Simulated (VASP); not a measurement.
Input for VASP

INCAR:
```
SYSTEM = SiSn
PREC = Accurate
ENCUT = 300
EDIFF = 1E-6
NELM = 100
ALGO = Normal
LREAL = .FALSE.
LASPH = .TRUE.
ISMEAR = -1
SIGMA = 0.1
GGA = PE
LMAXMIX = 4
LWAVE = .FALSE.
LCHARG = .FALSE.
ISIF = 2
```

File KPOINTS:
```
Regular mesh
0
Gamma
 4 4 1
0 0 0
```

**POSCAR**
```
SiSn
1
    4.7092350000     0.0000000000     0.0000000000
   -2.3546180000     4.0783170000     0.0000000000
    0.0000000000     0.0000000000    14.0000000000
Sn Si
1 1
Direct
  0.6731870000   0.3233790000   0.4987020000
  0.3268130000   0.6766210000   0.5012980000
```

POTCAR, in this order: Sn_d Si (PBE.64 set). Program: vasp_std.

Question: Write an equivalent input for Quantum ESPRESSO's pw.x.

Answer: One equivalent input (not run):
```
&CONTROL
  calculation = 'scf'
  pseudo_dir = './pseudo'
  outdir = './out'
  tprnfor = .true.
  tstress = .true.
/
&SYSTEM
  ibrav = 0
  nat = 2
  ntyp = 2
  ecutwfc = 72
  occupations = 'smearing'
  smearing = 'fermi-dirac'
  degauss = 0.00735
  input_dft = 'pbe'
/
&ELECTRONS
  conv_thr = 7.3e-08
  electron_maxstep = 100
/
ATOMIC_SPECIES
  Sn 118.710 Sn.upf
  Si 28.085 Si.upf
CELL_PARAMETERS angstrom
     4.7092350    0.0000000    0.0000000
    -2.3546180    4.0783170    0.0000000
     0.0000000    0.0000000   14.0000000
ATOMIC_POSITIONS crystal
  Sn   0.6731870  0.3233790  0.4987020
  Si   0.3268130  0.6766210  0.5012980
K_POINTS automatic
  4 4 1 0 0 0
```
Limits of the translation: the potentials are each code's own (VASP's PAW set, PseudoDojo norm-conserving files in pw.x), so ENCUT and ecutwfc are chosen apart and not converted; conv_thr bounds pw.x's estimated SCF error, while EDIFF bounds the energy change between steps.

The cell is a sheet with vacuum, built from a generated structure.
